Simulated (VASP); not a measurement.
Mg6SiSb, 8 atoms in the cell. The typed cell holds 8 atoms: a = 5.147 Å, b = 6.495 Å, c = 6.495 Å, α = 54.74°, β = 90.00°, γ = 90.00°. The cell comes from a database or a generator and needn't be the stable form of this composition. The cell isn't the ideal one: atoms moved at random, drawn with an rms of 0.1 Å.

```yaml
Program: VASP 6.6.1
Task: relaxation of the atoms
Functional: PBE
Dispersion: rVV10
Potentials_or_basis: VASP PAW PBE potentials, release 64 (Sb, Si, Mg)
Cutoff: 520 eV
k_mesh: 5 × 5 × 5
Occupations: gaussian, width 0.05 eV
Spin: no spin polarisation
Atoms_held_fixed_from_0: "[0]"
Further_INCAR_settings: ALGO = Fast; EDIFF = 1e-06; IBRION = 2; EDIFFG = -0.02; NSW = 40
```

Potentials or basis: VASP PAW PBE potentials, release 64 (Sb, Si, Mg).

The run is started by

```console
$ cat potpaw_PBE.64/Sb/POTCAR potpaw_PBE.64/Si/POTCAR potpaw_PBE.64/Mg/POTCAR > POTCAR
$ mpirun -np 1 vasp_std > vasp.out
```

Hardware: 1 thread of Intel(R) Xeon(R) Platinum 8488C (Sapphire Rapids) (shared host).

Question: How long does it take, and how much memory?

Answer: Run time: 29 min on 1 thread of Intel(R) Xeon(R) Platinum 8488C (Sapphire Rapids), on a shared host, peak memory 0.75 GiB. Counts: scf iterations 96, k points 63, ion steps 15.
